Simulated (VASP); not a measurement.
VASP input:

POSCAR:
```
Cd
1
    1.5019200000    -2.6014020000     0.0000000000
    1.5019200000     2.6014020000     0.0000000000
    0.0000000000     0.0000000000     5.6649600000
Cd
2
Direct
  0.3333330000   0.6666670000   0.2500000000
  0.6666670000   0.3333330000   0.7500000000
```

**KPOINTS**
```
Automatic mesh
0
G
 13 13 6
0 0 0
```

**INCAR**
```
! general
SYSTEM  = Cd
PREC    = Accurate
ENCUT   = 300
LREAL   = .FALSE.
LASPH   = .TRUE.

! electronic loop
EDIFF   = 1E-6
NELM    = 100
ALGO    = Normal
LMAXMIX = 4

! smearing
ISMEAR  = 0
SIGMA   = 0.1

! functional
GGA     = PE

! ions
ISIF    = 2

! output
LWAVE   = .FALSE.
LCHARG  = .FALSE.
```

POTCAR, in this order: Cd (PBE.64 set). Program: vasp_std.

### Question
Translate this PBE calculation to Quantum ESPRESSO's pw.x.

### Answer
One equivalent input (not run):
```
&CONTROL
  calculation = 'scf'
  pseudo_dir = './pseudo'
  outdir = './out'
  tprnfor = .true.
  tstress = .true.
/
&SYSTEM
  ibrav = 0
  nat = 2
  ntyp = 1
  ecutwfc = 102
  occupations = 'smearing'
  smearing = 'gaussian'
  degauss = 0.00735
  input_dft = 'pbe'
/
&ELECTRONS
  conv_thr = 7.3e-08
  electron_maxstep = 100
/
ATOMIC_SPECIES
  Cd 112.414 Cd.upf
CELL_PARAMETERS angstrom
     1.5019200   -2.6014020    0.0000000
     1.5019200    2.6014020    0.0000000
     0.0000000    0.0000000    5.6649600
ATOMIC_POSITIONS crystal
  Cd   0.3333330  0.6666670  0.2500000
  Cd   0.6666670  0.3333330  0.7500000
K_POINTS automatic
  13 13 6 0 0 0
```
What does not carry over: the potentials are each code's own (VASP's PAW set, PseudoDojo norm-conserving files in pw.x), so ENCUT and ecutwfc are chosen apart and not converted; conv_thr bounds pw.x's estimated SCF error, while EDIFF bounds the energy change between steps.

The structure is a typed Cd crystal (P6_3/mmc). The cell was not relaxed at this level.
